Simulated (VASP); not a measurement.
OSZICAR of a VASP run on PtS2 (atoms displaced from the space group 164 structure):

File OSZICAR:
```
       N       E                     dE             d eps       ncg     rms          rms(c)
DAV:   1     0.564808444866E+02    0.56481E+02   -0.10134E+04  4040   0.124E+03
DAV:   2    -0.704833315326E+02   -0.12696E+03   -0.12392E+03  5034   0.242E+02
DAV:   3    -0.756836530844E+02   -0.52003E+01   -0.51788E+01  5171   0.539E+01
DAV:   4    -0.757428900532E+02   -0.59237E-01   -0.59221E-01  5199   0.617E+00
DAV:   5    -0.757441149559E+02   -0.12249E-02   -0.12248E-02  5318   0.851E-01    0.191E+01
DAV:   6    -0.703008552193E+02    0.54433E+01   -0.10936E+01  4422   0.357E+01    0.137E+01
DAV:   7    -0.685825601602E+02    0.17183E+01   -0.16517E+00  4240   0.151E+01    0.684E+00
DAV:   8    -0.686420116319E+02   -0.59451E-01   -0.27894E-01  4667   0.435E+00    0.148E+00
DAV:   9    -0.686482049205E+02   -0.61933E-02   -0.66336E-02  4093   0.326E+00    0.327E-01
DAV:  10    -0.686783174779E+02   -0.30113E-01   -0.28104E-02  4429   0.155E+00    0.253E-01
DAV:  11    -0.686690825193E+02    0.92350E-02   -0.75186E-03  4086   0.102E+00    0.238E-01
DAV:  12    -0.686787415385E+02   -0.96590E-02   -0.38819E-03  4170   0.716E-01    0.638E-02
DAV:  13    -0.686790577938E+02   -0.31626E-03   -0.49478E-04  5199   0.270E-01    0.415E-02
DAV:  14    -0.686788722044E+02    0.18559E-03   -0.19200E-04  4345   0.173E-01    0.297E-02
DAV:  15    -0.686791494408E+02   -0.27724E-03   -0.15680E-04  4121   0.139E-01    0.458E-03
DAV:  16    -0.686791556957E+02   -0.62549E-05   -0.74331E-06  5563   0.310E-02    0.444E-03
DAV:  17    -0.686791557082E+02   -0.12471E-07   -0.96203E-08  3857   0.282E-03
   1 F= -.68679156E+02 E0= -.68679156E+02  d E =-.259387E-16
```

Problem. Which electronic solver shows in the log?

Solution. It is blocked Davidson (ALGO = Normal, or the opening steps of other solvers). The INCAR had ALGO = Normal.

Problem. Can the final energy be trusted as converged?

Solution. The run converged. It stopped with EDIFF = 1E-7, NELM = 100 (r2SCAN meta-GGA, plane waves, VASP's PBE PAW potentials (set 64)).

The compound is PtS2 in the 1T layered structure. This cell was strained or had an atom moved on purpose.
